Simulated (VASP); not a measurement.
# Sc2InSb3 (P1) in VASP: relaxation of cell and atoms with PBE

Aim: the relaxation of cell and atoms of Sc2InSb3 with PBE.

Program: VASP 6.6.1. These are calculated values, not measurements. Logs are shortened: lines on timing, memory, paths and dates and some standing lists are left out, and cuts for length are marked.

### Step 1. The structure

The typed cell holds 12 atoms: a = 8.672 Å, b = 4.328 Å, c = 11.050 Å, α = 88.50°, β = 91.98°, γ = 118.65°.

The cell was built by a generator and needn't be a form met in nature.

### Step 2. Relaxation of cell and atoms, PBE

Input file INCAR:

```
ALGO = Fast
EDIFF = 1E-5
EDIFFG = -0.03
ENCUT = 520
GGA = PE
IBRION = 2
ISIF = 3
ISMEAR = 0
ISYM = 0
KPAR = 8
LASPH = T
LCHARG = F
LREAL = Auto
LWAVE = F
NELM = 80
NSW = 110
PREC = Normal
SIGMA = 0.15
```

Input file KPOINTS:

```
k-points
0
Gamma
  6 6 2
```

Input file POSCAR:

```
Sc2InSb3
1.0
    8.6701280700      0.1068382800     -0.1511575000
   -2.1212696800      3.7718639700      0.0573718600
   -0.1893028900      0.0566362700     11.0478357900
Sc In Sb
4 2 6
Direct
    0.9978264500      0.9791944500      0.4536763600
    0.4875311100      0.0148898200      0.4518423600
    0.3542073000      0.3604291300      0.1768238700
    0.8342334700      0.3215553000      0.1478533900
    0.9888781800      0.0041153800      0.7711744000
    0.5135768500      0.0183877200      0.7686300700
    0.3320830100      0.3026568500      0.6338649700
    0.8700688200      0.3750078800      0.6328131300
    0.9913834100      0.0383452600      0.0259506900
    0.4796011700      0.9896403300      0.0092721700
    0.1759274600      0.6551782300      0.3260337700
    0.6838135700      0.6496697900      0.3026390700
```

Potentials or basis: VASP PAW PBE potentials, release 64 (Sc_sv, In_d, Sb).

Launch:

```console
cat potpaw_PBE.64/Sc_sv/POTCAR potpaw_PBE.64/In_d/POTCAR potpaw_PBE.64/Sb/POTCAR > POTCAR
mpirun -np 8 vasp_std > vasp.out
```

OUTCAR:

```text
EDIFF = 1E-5
   EDIFFG = -0.03
   ENCUT = 520
   GGA = PE
   IBRION = 2
   ISIF = 3
   ISMEAR = 0
   ISYM = 0
   LASPH = T
   LREAL = Auto
   NELM = 80
   NSW = 110
   PREC = Normal

 ion  position               nearest neighbor table
   1  0.998  0.979  0.454-  12 2.88  11 2.92  11 2.94   8 3.01   7 3.19   8 3.20   5 3.52
   2  0.488  0.015  0.452-  11 2.73  12 2.94   7 3.06  12 3.32   7 3.35   8 3.49   6 3.50
   3  0.354  0.360  0.177-  12 2.84  11 2.99  10 3.01  10 3.03  11 3.13   9 3.19
   4  0.834  0.322  0.148-   9 2.64  12 2.95   9 3.02  12 3.06  10 3.07  11 3.22
   5  0.989  0.004  0.771-   8 2.71   9 2.82   8 2.87   7 3.06   1 3.52
   6  0.514  0.018  0.769-  10 2.68   7 2.79   7 3.11   8 3.13   2 3.50
   7  0.332  0.303  0.634-   6 2.79   2 3.06   5 3.06   6 3.11   1 3.19   2 3.35
   8  0.870  0.375  0.633-   5 2.71   5 2.87   1 3.01   6 3.13   1 3.20   2 3.49
   9  0.991  0.038  0.026-   4 2.64   5 2.82   4 3.02   3 3.19
  10  0.480  0.990  0.009-   6 2.68   3 3.01   3 3.03   4 3.07
  11  0.176  0.655  0.326-   2 2.73   1 2.92   1 2.94   3 2.99   3 3.13   4 3.22
  12  0.684  0.650  0.303-   3 2.84   1 2.88   2 2.94   4 2.95   4 3.06   2 3.32

IMPORTANT INFORMATION: All symmetrisations will be switched off!
NOSYMM: (Re-)initialisation of all symmetry stuff for point group C_1.

----------------------------------------------------------------------------------------

                                     Primitive cell

  volume of cell :     363.6770

  direct lattice vectors                    reciprocal lattice vectors
     8.670128070  0.106838280 -0.151157500     0.114573319  0.064410387  0.001632998
    -2.121269680  3.771863970  0.057371860    -0.003269090  0.263303778 -0.001405831
    -0.189302890  0.056636270 11.047835790     0.001584579 -0.000486078  0.090545109

  length of vectors
     8.672103768  4.327820975 11.049602658     0.131447366  0.263327824  0.090560278

  position of ions in fractional coordinates (direct lattice)
     0.997826450  0.979194450  0.453676360
     0.487531110  0.014889820  0.451842360
     0.354207300  0.360429130  0.176823870
     0.834233470  0.321555300  0.147853390
     0.988878180  0.004115380  0.771174400
     0.513576850  0.018387720  0.768630070
     0.332083010  0.302656850  0.633864970
     0.870068820  0.375007880  0.632813130
     0.991383410  0.038345260  0.025950690
     0.479601170  0.989640330  0.009272170
     0.175927460  0.655178230  0.326033770
     0.683813570  0.649669790  0.302639070

  ion indices of the primitive-cell ions
   primitive index   ion index
                 1           1
                 2           2
                 3           3
                 4           4
                 5           5
                 6           6
                 7           7
                 8           8
                 9           9
                10          10
                11          11
                12          12

----------------------------------------------------------------------------------------

 KPOINTS: k-points

Automatic generation of k-mesh.
 Grid dimensions read from file:
 generate k-points for:    6    6    2

 Generating k-lattice:

  Cartesian coordinates                     Fractional coordinates (reciprocal lattice)
     0.019095553  0.010735065  0.000272166     0.166666667 -0.000000000  0.000000000
    -0.000544848  0.043883963 -0.000234305    -0.000000000  0.166666667  0.000000000
     0.000792290 -0.000243039  0.045272554    -0.000000000  0.000000000  0.500000000

  Length of vectors
     0.021907894  0.043887971  0.045280139

  Shift w.r.t. Gamma in fractional coordinates (k-lattice)
     0.000000000  0.000000000  0.000000000

 Subroutine IBZKPT returns following result:
 ===========================================

 Found     40 irreducible k-points:

 Following reciprocal coordinates:
            Coordinates               Weight
  0.000000  0.000000  0.000000      1.000000
  0.166667 -0.000000  0.000000      2.000000
  0.333333 -0.000000  0.000000      2.000000
  0.500000  0.000000  0.000000      1.000000
 -0.000000  0.166667  0.000000      2.000000
  0.166667  0.166667  0.000000      2.000000
[... 16 lines left out ...]
  0.333333 -0.000000  0.500000      2.000000
  0.500000  0.000000  0.500000      1.000000
 [... further k-points ...]
   k-points           NKPTS =     40   k-points in BZ     NKDIM =     40   number of bands    NBANDS=     60
   number of dos      NEDOS =    301   number of ions     NIONS =     12
   total plane-waves  NPLWV =  73728
   dimension x,y,z NGX =    48 NGY =   24 NGZ =   64
   dimension x,y,z NGXF=    96 NGYF=   48 NGZF=  128
   ions per type =               4   2   6
   NGX,Y,Z   is equivalent  to a cutoff of   9.20,  9.22,  9.63 a.u.
   NGXF,Y,Z  is equivalent  to a cutoff of  18.40, 18.44, 19.26 a.u.
 SYSTEM =  unknown system
   PREC   = normal    normal or accurate (medium, high low for compatibility)
   ISTART =      0    job   : 0-new  1-cont  2-samecut
   ICHARG =      2    charge: 1-file 2-atom 10-const
   ISPIN  =      1    spin polarized calculation?
   LNONCOLLINEAR =      F non collinear calculations
   LSORBIT =      F    spin-orbit coupling
   LASPH  =      T    aspherical Exc in radial PAW
   ENCUT  =  520.0 eV  38.22 Ry    6.18 a.u.  16.12  8.05 20.54*2*pi/ulx,y,z
   NELM   =     80;   NELMIN=  2; NELMDL= -5     # of ELM steps
   EDIFF  = 0.1E-04   stopping-criterion for ELM
   LREAL  =      T    real-space projection
   EDIFFG = -.3E-01   stopping-criterion for IOM
   NSW    =    110    number of steps for IOM
   IBRION =      2    ionic relax: 0-MD 1-quasi-New 2-CG
   NFREE  =      1    steps in history (QN), initial steepest desc. (CG)
   ISIF   =      3    stress and relaxation
   ISYM   =      0    0-nonsym 1-usesym 2-fastsym
   POTIM  = 0.5000    time-step for ionic-motion
   TEBEG  =    0.0;   TEEND  =   0.0 temperature during run
   PSTRESS=    0.0 pullay stress
   NELECT =     100.0000    total number of electrons
   NUPDOWN=      -1.0000    fix difference up-down
   EMIN   =  10.00;   EMAX   =-10.00  energy-range for DOS
   EFERMI =   0.00;   METHOD = LEGACY
   ISMEAR =     0;   SIGMA  =   0.15  broadening in eV -4-tet -1-fermi 0-gaus
   EFERMI_NEDOS =   21; number of points for ismear=-14 and -15
   IALGO  =     68    algorithm
   IMIX   =      4    mixing-type and parameters
     AMIX     =   0.40;   BMIX     =  1.00
     AMIX_MAG =   1.60;   BMIX_MAG =  1.00
  volume/ion in A,a.u.               =      30.31       204.52
  Fermi-wavevector in a.u.,A,eV,Ry     =   1.064559  2.011724 15.419276  1.133285
  Thomas-Fermi vector in A             =   2.200081
   LORBIT       =      0    0 simple, 1 ext, 2 COOP (PROOUT), +10 PAW based schemes
   GGA     = PE    functional components
   LHFCALC =     F    Hartree Fock is set to
   AEXX    =    0.0000 exact exchange contribution
   IVDW    =     0    specifies the selected vdW correction
   LEPSILON=     F    determine dielectric tensor
   LRPA    =     F    only Hartree local field effects (RPA)
 conjugate gradient relaxation of ions
 non-spin polarized calculation
 RMM-DIIS sequential band-by-band and
 Gauss-broadening in eV      SIGMA  =   0.15
  energy-cutoff  :      520.00
  volume of cell :      363.68
 maximum number of plane-waves:      9844
   NGX = 33   NGY = 17   NGZ = 41

--------------------------------------- Ionic step        1  -------------------------------------------

 number of electron     100.0000000 magnetization

 number of electron      99.9999996 magnetization

 Free energy of the ion-electron system (eV)
  ---------------------------------------------------
  ext. energy  EPLUGINS =         0.00000000
  ---------------------------------------------------
  free energy    TOTEN  =       -60.02076748 eV

  energy without entropy =      -59.96932298  energy(sigma->0) =      -59.99504523

------------------------ aborting loop because EDIFF is reached ----------------------------------------

  FORCE on cell =-STRESS in cart. coord.  units (eV):
  Direction    XX          YY          ZZ          XY          YZ          ZX
  --------------------------------------------------------------------------------------
  -------------------------------------------------------------------------------------
  Total        0.1401035     -3.4232040     -2.2988241     -3.0927006     -0.0223269      1.8914548
  in kB        0.6172251    -15.0809079    -10.1274579    -13.6248769     -0.0983609      8.3327945
  external PRESSURE =      -8.1970469 kB  Pullay stress =       0.0000000 kB
[... 119 lines left out ...]
  FREE ENERGIE OF THE ION-ELECTRON SYSTEM (eV)
  ---------------------------------------------------
  free  energy   TOTEN  =       -60.9792104800 eV

  energy  without entropy=      -60.9320559247  energy(sigma->0) =      -60.95563320

[... ionic steps 4 to 21 ...]

--------------------------------------- Ionic step       22  -------------------------------------------

 number of electron     100.0000003 magnetization

------------------------ aborting loop because EDIFF is reached ----------------------------------------

  FORCE on cell =-STRESS in cart. coord.  units (eV):
  Direction    XX          YY          ZZ          XY          YZ          ZX
  --------------------------------------------------------------------------------------
  -------------------------------------------------------------------------------------
  Total        0.0376756     -0.1493336     -0.0817034     -0.0289693      0.0938432      0.0338845
  in kB        0.1730190     -0.6857897     -0.3752092     -0.1330368      0.4309591      0.1556089
  external PRESSURE =      -0.2959933 kB  Pullay stress =       0.0000000 kB
[... 77 lines left out ...]
  energy  without entropy=      -61.2668728513  energy(sigma->0) =      -61.28836282

--------------------------------------- Ionic step       24  -------------------------------------------

 number of electron     100.0000007 magnetization

 Free energy of the ion-electron system (eV)
  ---------------------------------------------------
  ext. energy  EPLUGINS =         0.00000000
  ---------------------------------------------------
  free energy    TOTEN  =       -61.31078659 eV

  energy without entropy =      -61.26784206  energy(sigma->0) =      -61.28931433

 E-fermi :   5.4732     XC(G=0):  -9.3821

 val. band max:        5.4724248839   @ k =   0.5000   0.0000   0.5000
 cond. band min:       5.4807709499   @ k =   0.5000   0.0000   0.5000
 fundamental gap:      0.0083460660
 Fermi energy:         5.4732287096

 k-point     1 :       0.0000    0.0000    0.0000
  band No.  band energies     occupation
      1     -44.8240      2.00000
      2     -44.8185      2.00000
      3     -44.2964      2.00000
      4     -44.2945      2.00000
      5     -23.4649      2.00000
      6     -23.4594      2.00000
[... 1501 lines left out ...]
     59       7.3244      0.00000
     60       7.3473      0.00000

 [... further k-points ...]

------------------------ aborting loop because EDIFF is reached ----------------------------------------

  FORCE on cell =-STRESS in cart. coord.  units (eV):
  Direction    XX          YY          ZZ          XY          YZ          ZX
  --------------------------------------------------------------------------------------
  -------------------------------------------------------------------------------------
  Total        0.0426490      0.0909577     -0.0634299     -0.0314008      0.0005488     -0.1009904
  in kB        0.1960227      0.4180582     -0.2915353     -0.1443237      0.0025225     -0.4641706
  external PRESSURE =       0.1075152 kB  Pullay stress =       0.0000000 kB
[... 27 lines left out ...]
  FREE ENERGIE OF THE ION-ELECTRON SYSTEM (eV)
  ---------------------------------------------------
  free  energy   TOTEN  =       -61.3107865905 eV

  energy  without entropy=      -61.2678420601  energy(sigma->0) =      -61.28931433

 reached required accuracy - stopping structural energy minimisation
```

Run time: 12 min. Hardware: 8 MPI ranks of Intel Xeon Platinum 8559C (Emerald Rapids), shared host; peak memory 0.74 GiB.

Results:

| Property | Result |
| --- | --- |
| Free energy | -61.3108 eV |
| Relaxed volume | 29.05 Å³/atom |
| Relaxed cell | a = 8.647 Å, b = 4.319 Å, c = 10.783 Å, α = 89.92°, β = 90.16°, γ = 120.03° |
| Space group after relaxing (to 0.05 Å) | Cm (No. 8) |
| Energy gained by relaxing | 107.5 meV/atom |
| Ionic steps | 24 |
| Pressure after relaxing | 0.0 GPa |
| Largest force after relaxing | 0.029 eV/Å |
| Band gap on the k mesh | none (metal or under the smearing width) |

Forces on the atoms (eV/Å):
```
Sc  -0.005  0.000  0.002
Sc   0.006 -0.002  0.010
Sc   0.004 -0.009  0.007
Sc   0.018 -0.005  0.006
In  -0.018  0.014 -0.001
In  -0.029 -0.006  0.001
Sb   0.007  0.004 -0.018
Sb  -0.022 -0.007  0.000
Sb   0.014  0.015  0.000
Sb  -0.001 -0.012  0.000
Sb   0.008 -0.001  0.004
Sb   0.016  0.009 -0.012
```

The path:
```
step  energy change (eV)  largest force (eV/Å)  pressure (GPa)  volume (Å³)
   1              0.0000                1.6522           -0.82       363.68
   2             -0.7353                0.9467           -0.49       355.48
   3             -0.9584                0.8352            0.31       348.28
   4             -1.1407                0.6059           -0.07       349.91
   5             -1.1878                0.4428           -0.38       351.26
   6             -1.2462                0.2252            0.26       347.03
   7             -1.2477                0.2534            0.35       346.39
   8             -1.2669                0.1822           -0.18       349.78
   9             -1.2673                0.1753           -0.25       350.25
  10             -1.2754                0.1038            0.05       348.19
  11             -1.2757                0.1115            0.11       347.78
  12             -1.2804                0.0979            0.04       348.31
  13             -1.2814                0.1058            0.02       348.56
  14             -1.2814                0.1057           -0.06       349.06
  15             -1.2818                0.1011           -0.05       348.81
  16             -1.2840                0.0616            0.05       348.24
  17             -1.2842                0.0694            0.07       348.09
  18             -1.2861                0.0441           -0.05       348.99
  19             -1.2862                0.0460           -0.07       349.10
  20             -1.2876                0.0388            0.02       348.52
  21             -1.2878                0.0475            0.05       348.32
  22             -1.2890                0.0396           -0.03       348.88
  23             -1.2891                0.0405           -0.04       348.97
  24             -1.2900                0.0292            0.01       348.59
```

Final structure:
```xyz
12
Lattice="8.6467 -0.0009 -0.0111 -2.1610 3.7391 0.0026 -0.0168 0.0000 10.7827" Properties=species:S:1:pos:R:3 pbc="T T T"
Sc    0.0256    0.0183    4.9590
Sc    4.3355    0.0092    4.9563
Sc    2.1726    1.2652    1.7216
Sc    6.4844    1.2574    1.7256
In    0.0277    0.0069    8.2762
In    4.3659    0.0142    8.2582
Sb    2.1826    1.2531    6.7264
Sb    6.5162    1.2598    6.7118
Sb   -0.0001    0.0123    0.2552
Sb    4.3271    0.0164    0.2386
Sb    0.0139    2.5087    3.4000
Sb    4.3339    2.5038    3.4107
```
